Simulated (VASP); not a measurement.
Consider the following.

```xyz
4
Lattice="3.3241 0.0000 0.0000 -1.6621 2.8788 0.0000 0.0000 0.0000 5.7769" Properties=species:S:1:pos:R:3 pbc="T T T"
Sn     0.0000     0.0000     5.7769
Sn     0.0000     0.0000     2.8885
C      0.0000     1.9192     1.4442
C      1.6621     0.9596     4.3327
```

These are PBEsol GGA, VASP's PBE PAW potentials (set 64) (plane waves; VASP) values and carry that method's errors. Run with 520 eV cut-off, 12×12×6 Γ-centred mesh, tetrahedra with Blöchl corrections, potentials Sn_d C.

The cores are frozen, which limits the accuracy of field gradients.

Question: Give the principal components of the electric field gradient (V/Å²) and the asymmetry η at each nucleus.

Answer: 
```json
[
 {"atom": "Sn1", "Vxx": "0.2", "Vyy": "0.2", "Vzz": "-0.3", "η": "-"},
 {"atom": "Sn2", "Vxx": "0.2", "Vyy": "0.2", "Vzz": "-0.3", "η": "-"},
 {"atom": "C3", "Vxx": "-4.6", "Vyy": "-4.6", "Vzz": "9.2", "η": "0.00"},
 {"atom": "C4", "Vxx": "-4.6", "Vyy": "-4.6", "Vzz": "9.2", "η": "0.00"}
]
```

The structure was generated: SnC was put into the NiAs type type (P6_3/mmc), which need not be its known phase. It was relaxed first, which changed the volume by +14 %.
